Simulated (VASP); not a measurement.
Output of a VASP run:

OSZICAR:
```
       N       E                     dE             d eps       ncg     rms          rms(c)
DAV:   1     0.376283456502E+02    0.37628E+02   -0.54579E+03  2418   0.126E+03
DAV:   2    -0.116312275819E+02   -0.49260E+02   -0.46828E+02  2412   0.193E+02
DAV:   3    -0.129340692135E+02   -0.13028E+01   -0.12921E+01  2838   0.409E+01
DAV:   4    -0.129582921732E+02   -0.24223E-01   -0.24217E-01  2940   0.504E+00
DAV:   5    -0.129590068410E+02   -0.71467E-03   -0.71438E-03  2758   0.864E-01    0.124E+01
DAV:   6    -0.158731741275E+02   -0.29142E+01   -0.73151E+01  2720   0.126E+02    0.180E+01
DAV:   7    -0.113585860131E+02    0.45146E+01   -0.32613E+01  2640   0.808E+01    0.186E+00
DAV:   8    -0.113559950626E+02    0.25910E-02   -0.22042E-01  2490   0.416E+00    0.125E+00
DAV:   9    -0.113429621627E+02    0.13033E-01   -0.45610E-02  2936   0.308E+00    0.297E-01
DAV:  10    -0.113424971623E+02    0.46500E-03   -0.13671E-03  3152   0.506E-01    0.135E-01
DAV:  11    -0.113424853075E+02    0.11855E-04   -0.23653E-05  2806   0.471E-02    0.199E-02
DAV:  12    -0.113424774156E+02    0.78919E-05   -0.12929E-05  2884   0.482E-02    0.572E-03
DAV:  13    -0.113424769865E+02    0.42906E-06   -0.24125E-07  2146   0.455E-03    0.240E-03
DAV:  14    -0.113424766314E+02    0.35509E-06   -0.59351E-08  1246   0.223E-03    0.328E-04
DAV:  15    -0.113424766646E+02   -0.33191E-07   -0.42553E-09  1236   0.806E-04
   1 F= -.11342477E+02 E0= -.11342477E+02  d E =0.000000E+00
```

### OUTCAR
```
------------------------ aborting loop because EDIFF is reached ----------------------------------------
  FORCE on cell =-STRESS in cart. coord.  units (eV):
  Direction    XX          YY          ZZ          XY          YZ          ZX
  --------------------------------------------------------------------------------------
  Total       -0.0031347     -0.0031347     -0.0031347      0.0000000      0.0000000     -0.0000000
  in kB       -0.2131341     -0.2131341     -0.2131341      0.0000000      0.0000000     -0.0000000
  external PRESSURE =      -0.2131341 kB  Pullay stress =       0.0000000 kB
  volume of cell :       23.56
      direct lattice vectors                 reciprocal lattice vectors
     2.866939252  0.000000000  0.000000000     0.348804042  0.000000000  0.000000000
     0.000000000  2.866939252  0.000000000     0.000000000  0.348804042  0.000000000
     0.000000000  0.000000000  2.866939252     0.000000000  0.000000000  0.348804042
 POSITION                                       TOTAL-FORCE (eV/Angst)
 -----------------------------------------------------------------------------------
      1.43347      1.43347      1.43347         0.000000      0.000000      0.000000
      0.00000      0.00000      0.00000         0.000000      0.000000      0.000000
 -----------------------------------------------------------------------------------
    total drift:                                0.000000      0.000000      0.000000
  FREE ENERGIE OF THE ION-ELECTRON SYSTEM (eV)
  ---------------------------------------------------
  free  energy   TOTEN  =       -11.3424766646 eV

  energy  without entropy=      -11.3424766646  energy(sigma->0) =      -11.34247666

 total charge

# of ion       s       p       d       tot
------------------------------------------
    1        0.394   0.421   0.000   0.815
    2        0.427   0.496   7.491   8.414
--------------------------------------------------
tot          0.821   0.917   7.491   9.229
```
(Selected blocks of OUTCAR.)

POSCAR:
```
CoAl
1
    2.8669392518    -0.0000000000    -0.0000000000
    0.0000000000     2.8669392518    -0.0000000000
    0.0000000000    -0.0000000000     2.8669392518
Al Co
1 1
Direct
  0.5000000000   0.5000000000   0.5000000000
  0.0000000000   0.0000000000   0.0000000000
```

Reconstruct the remaining input files.

This is not unique; one that fits is the input of the run itself, revPBE GGA, plane waves, VASP's PBE PAW potentials (set 64).

**KPOINTS**
```
Automatic mesh
0
Gamma
14 14 14
0 0 0
```

### INCAR
```
EDIFF  =  1E-7   ! SCF stop (eV)
ISMEAR  =  -5   ! tetrahedra, Bloechl
ENCUT  =  520
LCHARG  =  .TRUE.
ISIF  =  2
LASPH  =  .TRUE.
SYSTEM  =  CoAl
PREC  =  Accurate
ALGO  =  Normal
LWAVE  =  .FALSE.
GGA  =  RE   ! revPBE
LORBIT  =  11   ! lm-projected
NELM  =  100
NEDOS  =  601
LMAXMIX  =  4   ! l cut-off of mixed one-centre charges
LREAL  =  .FALSE.
```

POTCAR, in this order: Al Co (PBE.64 set). Program: vasp_std.

For a metal the tetrahedron method with Blöchl corrections gives inexact stress and forces.

The compound is CoAl in the CsCl type structure. It was relaxed first. The run is not spin-polarised, so no magnetic state was tried.
